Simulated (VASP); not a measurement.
OSZICAR of a VASP run on TaGe (relaxed from the NiAs structure, space group P6_3/mmc):

**OSZICAR**
```
...
DAV:   5    -0.356853861209E+02    0.14181E-04   -0.51399E-05  3352   0.822E-02    0.152E-02
DAV:   6    -0.356853867415E+02   -0.62059E-06   -0.49886E-06  2368   0.178E-02
   4 F= -.35685387E+02 E0= -.35685955E+02  d E =-.688693E-02
       N       E                     dE             d eps       ncg     rms          rms(c)
DAV:   1    -0.358146440043E+02   -0.12926E+00   -0.34245E+00  2778   0.157E+01    0.206E+00
DAV:   2    -0.357369807326E+02    0.77663E-01   -0.10446E-01  3170   0.355E+00    0.116E+00
DAV:   3    -0.357036118184E+02    0.33369E-01   -0.64996E-02  3490   0.210E+00    0.322E-01
DAV:   4    -0.357034471434E+02    0.16467E-03   -0.44416E-03  2974   0.600E-01    0.200E-01
DAV:   5    -0.357032905302E+02    0.15661E-03   -0.52345E-04  3326   0.261E-01    0.452E-02
DAV:   6    -0.357032916256E+02   -0.10953E-05   -0.45076E-05  3040   0.504E-02    0.102E-02
DAV:   7    -0.357032911546E+02    0.47094E-06   -0.40429E-06  2708   0.261E-02
   5 F= -.35703291E+02 E0= -.35703746E+02  d E =-.247913E-01
       N       E                     dE             d eps       ncg     rms          rms(c)
DAV:   1    -0.362041357182E+02   -0.50084E+00   -0.13943E+01  2784   0.315E+01    0.422E+00
DAV:   2    -0.358773186398E+02    0.32682E+00   -0.44531E-01  3184   0.726E+00    0.236E+00
DAV:   3    -0.357433800297E+02    0.13394E+00   -0.25344E-01  3518   0.409E+00    0.660E-01
DAV:   4    -0.357425068884E+02    0.87314E-03   -0.16540E-02  2872   0.113E+00    0.410E-01
DAV:   5    -0.357417787386E+02    0.72815E-03   -0.20681E-03  3336   0.490E-01    0.786E-02
DAV:   6    -0.357417821120E+02   -0.33734E-05   -0.19681E-04  2968   0.105E-01    0.214E-02
DAV:   7    -0.357417800487E+02    0.20633E-05   -0.19401E-05  3308   0.545E-02    0.102E-02
DAV:   8    -0.357417804934E+02   -0.44473E-06   -0.24982E-06  1930   0.162E-02
   6 F= -.35741780E+02 E0= -.35741379E+02  d E =-.632807E-01
       N       E                     dE             d eps       ncg     rms          rms(c)
DAV:   1    -0.377187320472E+02   -0.19770E+01   -0.57353E+01  2792   0.633E+01    0.881E+00
DAV:   2    -0.363039863899E+02    0.14147E+01   -0.20157E+00  3178   0.153E+01    0.487E+00
DAV:   3    -0.357242537113E+02    0.57973E+00   -0.11023E+00  3514   0.839E+00    0.142E+00
DAV:   4    -0.357196341343E+02    0.46196E-02   -0.71882E-02  2756   0.200E+00    0.924E-01
DAV:   5    -0.357162018263E+02    0.34323E-02   -0.11814E-02  3282   0.124E+00    0.212E-01
DAV:   6    -0.357161011551E+02    0.10067E-03   -0.12269E-03  3204   0.317E-01    0.637E-02
DAV:   7    -0.357160849673E+02    0.16188E-04   -0.10277E-04  3246   0.116E-01    0.244E-02
DAV:   8    -0.357160845072E+02    0.46005E-06   -0.15167E-05  3076   0.294E-02    0.527E-03
DAV:   9    -0.357160842854E+02    0.22183E-06   -0.90306E-07  1686   0.104E-02
   7 F= -.35716084E+02 E0= -.35715756E+02  d E =-.375845E-01
       N       E                     dE             d eps       ncg     rms          rms(c)
DAV:   1    -0.366869403227E+02   -0.97086E+00   -0.28146E+01  2878   0.499E+01    0.596E+00
DAV:   2    -0.360320011362E+02    0.65494E+00   -0.98968E-01  3158   0.115E+01    0.329E+00
DAV:   3    -0.357633944420E+02    0.26861E+00   -0.56333E-01  3648   0.637E+00    0.992E-01
DAV:   4    -0.357613062033E+02    0.20882E-02   -0.35175E-02  2916   0.170E+00    0.658E-01
DAV:   5    -0.357589984032E+02    0.23078E-02   -0.50986E-03  3536   0.811E-01    0.131E-01
DAV:   6    -0.357589564268E+02    0.41976E-04   -0.63556E-04  3114   0.253E-01    0.297E-02
DAV:   7    -0.357589492600E+02    0.71668E-05   -0.10836E-04  3208   0.146E-01    0.192E-02
DAV:   8    -0.357589460382E+02    0.32217E-05   -0.87036E-06  3226   0.315E-02    0.458E-03
DAV:   9    -0.357589457899E+02    0.24833E-06   -0.71481E-07  1566   0.120E-02
   8 F= -.35758946E+02 E0= -.35758782E+02  d E =-.804460E-01
       N       E                     dE             d eps       ncg     rms          rms(c)
DAV:   1    -0.357920161579E+02   -0.33070E-01   -0.92558E-01  2798   0.847E+00    0.110E+00
DAV:   2    -0.357698084685E+02    0.22208E-01   -0.31190E-02  3172   0.201E+00    0.608E-01
DAV:   3    -0.357607133326E+02    0.90951E-02   -0.17872E-02  3442   0.115E+00    0.177E-01
DAV:   4    -0.357606683014E+02    0.45031E-04   -0.12036E-03  2870   0.316E-01    0.115E-01
DAV:   5    -0.357606115427E+02    0.56759E-04   -0.16414E-04  3260   0.149E-01    0.220E-02
DAV:   6    -0.357606124655E+02   -0.92280E-06   -0.16679E-05  2940   0.305E-02    0.553E-03
DAV:   7    -0.357606122251E+02    0.24039E-06   -0.12847E-06  1724   0.160E-02
   9 F= -.35760612E+02 E0= -.35760583E+02  d E =-.821124E-01
       N       E                     dE             d eps       ncg     rms          rms(c)
DAV:   1    -0.357628091652E+02   -0.21967E-02   -0.65527E-02  2802   0.227E+00    0.292E-01
DAV:   2    -0.357612294635E+02    0.15797E-02   -0.22203E-03  3166   0.548E-01    0.162E-01
DAV:   3    -0.357605817841E+02    0.64768E-03   -0.12994E-03  3458   0.322E-01    0.479E-02
DAV:   4    -0.357605796205E+02    0.21636E-05   -0.90498E-05  2906   0.882E-02    0.312E-02
DAV:   5    -0.357605763775E+02    0.32430E-05   -0.12460E-05  3264   0.421E-02    0.599E-03
DAV:   6    -0.357605766177E+02   -0.24013E-06   -0.11565E-06  1856   0.844E-03
  10 F= -.35760577E+02 E0= -.35760601E+02  d E =-.820768E-01
       N       E                     dE             d eps       ncg     rms          rms(c)
DAV:   1    -0.357986983081E+02   -0.38122E-01   -0.12104E+00  2594   0.888E+00    0.121E+00
DAV:   2    -0.357719609871E+02    0.26737E-01   -0.37064E-02  3124   0.200E+00    0.685E-01
DAV:   3    -0.357601754031E+02    0.11786E-01   -0.16680E-02  3444   0.108E+00    0.160E-01
DAV:   4    -0.357601372962E+02    0.38107E-04   -0.18651E-03  2844   0.294E-01    0.954E-02
DAV:   5    -0.357601199016E+02    0.17395E-04   -0.13836E-04  3154   0.118E-01    0.248E-02
DAV:   6    -0.357601163254E+02    0.35762E-05   -0.25422E-05  3004   0.383E-02    0.397E-03
DAV:   7    -0.357601159313E+02    0.39408E-06   -0.23424E-06  1918   0.161E-02
  11 F= -.35760116E+02 E0= -.35759928E+02  d E =0.460686E-03
       N       E                     dE             d eps       ncg     rms          rms(c)
DAV:   1    -0.357739454562E+02   -0.13829E-01   -0.39800E-01  2704   0.504E+00    0.698E-01
DAV:   2    -0.357650811681E+02    0.88643E-02   -0.11333E-02  3302   0.129E+00    0.392E-01
DAV:   3    -0.357612990560E+02    0.37821E-02   -0.51705E-03  3600   0.763E-01    0.943E-02
DAV:   4    -0.357612870966E+02    0.11959E-04   -0.70211E-04  2828   0.187E-01    0.541E-02
DAV:   5    -0.357612822203E+02    0.48763E-05   -0.57623E-05  3034   0.914E-02    0.115E-02
DAV:   6    -0.357612818072E+02    0.41313E-06   -0.63037E-06  2938   0.249E-02
  12 F= -.35761282E+02 E0= -.35761287E+02  d E =-.705190E-03
       N       E                     dE             d eps       ncg     rms          rms(c)
DAV:   1    -0.357683658102E+02   -0.70836E-02   -0.14569E-01  3144   0.455E+00    0.526E-01
DAV:   2    -0.357637657681E+02    0.46000E-02   -0.84206E-03  3192   0.115E+00    0.254E-01
DAV:   3    -0.357622543698E+02    0.15114E-02   -0.37192E-03  3264   0.653E-01    0.849E-02
DAV:   4    -0.357622125470E+02    0.41823E-04   -0.17942E-04  3030   0.136E-01    0.542E-02
DAV:   5    -0.357621741391E+02    0.38408E-04   -0.48019E-05  3302   0.749E-02    0.935E-03
DAV:   6    -0.357621733094E+02    0.82968E-06   -0.39283E-06  2574   0.151E-02
  13 F= -.35762173E+02 E0= -.35762208E+02  d E =-.891502E-03
       N       E                     dE             d eps       ncg     rms          rms(c)
DAV:   1    -0.357823541105E+02   -0.20180E-01   -0.49458E-01  3132   0.838E+00    0.967E-01
DAV:   2    -0.357667142695E+02    0.15640E-01   -0.28453E-02  3192   0.212E+00    0.468E-01
DAV:   3    -0.357616025918E+02    0.51117E-02   -0.12730E-02  3264   0.121E+00    0.156E-01
DAV:   4    -0.357614643635E+02    0.13823E-03   -0.62700E-04  3050   0.254E-01    0.995E-02
DAV:   5    -0.357613397326E+02    0.12463E-03   -0.17017E-04  3308   0.142E-01    0.166E-02
DAV:   6    -0.357613379050E+02    0.18276E-05   -0.14111E-05  2886   0.287E-02    0.597E-03
DAV:   7    -0.357613376219E+02    0.28304E-06   -0.21019E-06  1792   0.216E-02
  14 F= -.35761338E+02 E0= -.35761319E+02  d E =-.558148E-04
       N       E                     dE             d eps       ncg     rms          rms(c)
DAV:   1    -0.357723053384E+02   -0.10967E-01   -0.23524E-01  3144   0.570E+00    0.672E-01
DAV:   2    -0.357648127048E+02    0.74926E-02   -0.13769E-02  3198   0.146E+00    0.324E-01
DAV:   3    -0.357623647275E+02    0.24480E-02   -0.59343E-03  3258   0.818E-01    0.108E-01
DAV:   4    -0.357623000371E+02    0.64690E-04   -0.28361E-04  3064   0.170E-01    0.675E-02
DAV:   5    -0.357622514297E+02    0.48607E-04   -0.71651E-05  3324   0.904E-02    0.119E-02
DAV:   6    -0.357622519262E+02   -0.49650E-06   -0.59302E-06  2660   0.180E-02
  15 F= -.35762252E+02 E0= -.35762285E+02  d E =-.970119E-03
       N       E                     dE             d eps       ncg     rms          rms(c)
DAV:   1    -0.357625201366E+02   -0.26871E-03   -0.61528E-03  3138   0.923E-01    0.108E-01
DAV:   2    -0.357623237447E+02    0.19639E-03   -0.35639E-04  3216   0.236E-01    0.523E-02
DAV:   3    -0.357622599462E+02    0.63799E-04   -0.15596E-04  3270   0.133E-01    0.177E-02
DAV:   4    -0.357622587524E+02    0.11938E-05   -0.72998E-06  2798   0.274E-02    0.113E-02
DAV:   5    -0.357622581286E+02    0.62386E-06   -0.19306E-06  1732   0.158E-02
  16 F= -.35762258E+02 E0= -.35762293E+02  d E =-.976321E-03
```

### Question
Which electronic solver shows in the log?

### Answer
It is blocked Davidson (ALGO = Normal, or the opening steps of other solvers). The INCAR had ALGO = Normal.

### Question
Can the final energy be trusted as converged?

### Answer
Self-consistency was reached. It stopped with EDIFF = 1E-6, NELM = 100, NSW = 60 and EDIFFG = -0.02 after 16 ionic steps (PBEsol GGA, plane waves, VASP's PBE PAW potentials (set 64)). Energy and stress use the plane-wave basis of the starting cell.

The structure was generated: TaGe was put into the NiAs type (P6_3/mmc), which need not be its known phase. This run relaxes it. Symmetry was kept, so distortions that lower it aren't found. The start is the result of an earlier pass.
